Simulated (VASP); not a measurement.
Input:

```
CELL_PARAMETERS angstrom
     -2.07567     2.07567     2.07567
      2.07567    -2.07567     2.07567
      2.07567     2.07567    -2.07567
ATOMIC_POSITIONS crystal
  Na 0.00000 0.00000 0.00000
```

These are PW91 GGA, VASP's PBE PAW potentials (set 64) (plane waves; VASP) values and carry that method's errors. Numerical set-up: 520 eV cut-off, 12×12×12 Γ-centred mesh, first-order Methfessel-Paxton smearing of 0.10 eV, potentials Na_pv.

What does the run give for the energy per atom (σ→0), band gap (on the k-mesh) with the smallest direct gap where there is one?

```yaml
band gap (on the k-mesh): none (metal, semimetal or under 0.01 eV)
energy per atom (σ→0): -1.299 eV/atom
```

Only differences to runs with the same potentials and settings are physical.

The compound is Na in the bcc structure. This cell is one point of a volume scan, at 0.97 of the reference volume.
